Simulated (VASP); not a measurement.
A convergence study with VASP on Co (hcp): one setting is varied, all else stays as given below, so the limit is that of these other settings. The cell's lengths are 1 % over those of the tabulated start and one atom is moved, so it is off equilibrium.

```xyz
2
Lattice="1.2675 -2.1955 0.0000 1.2675 2.1955 0.0000 0.0000 0.0000 4.1107" Properties=species:S:1:pos:R:3 pbc="T T T"
Co     1.2675     0.7318     1.0277
Co     1.3281    -0.7318     3.0830
```
Starting moments (μB, in the order of the record's atoms Co Co): 1.8 1.8.

The numbers are results of LDA (Ceperley-Alder, Perdew-Zunger), VASP's LDA PAW potentials (set 64) (plane waves; VASP), not measurements. The tightest run used: 600 eV cut-off, 18×18×10 Γ-centred mesh, first-order Methfessel-Paxton smearing of 0.10 eV, potentials Co.

The settings run are ENCUT = 150; ENCUT = 250; ENCUT = 350; ENCUT = 450; ENCUT = 550; ENCUT = 600. From which on does the energy per atom stay within 0.005 eV/atom of the tightest run?

From ENCUT = 450 on: it is off by 0.0004 there and by no more than 0.005 in any finer run, while ENCUT = 350 is off by 0.0072.
```csv
setting,E (eV/atom),pressure (GPa),largest force (eV/Å),moment (μB),plane waves,difference judged (eV/atom)
ENCUT = 150,-3.2988,-624.52,0.475,0.000,116,4.6840
ENCUT = 250,-7.9598,-38.78,0.104,3.177,218,0.0230
ENCUT = 350,-7.9900,-27.28,0.109,3.180,360,0.0072
ENCUT = 450,-7.9832,-27.03,0.109,3.179,525,0.0004
ENCUT = 550,-7.9829,-26.94,0.109,3.179,699,0.0001
ENCUT = 600,-7.9828,-26.99,0.109,3.179,782,0.0000
```

Left out are rungs that failed or repeat a setting and relaxations that didn't move; long series are thinned to 24 rows.

The compound is Co in the hcp structure. The cell was not relaxed at this level, it is distorted from the ideal structure.
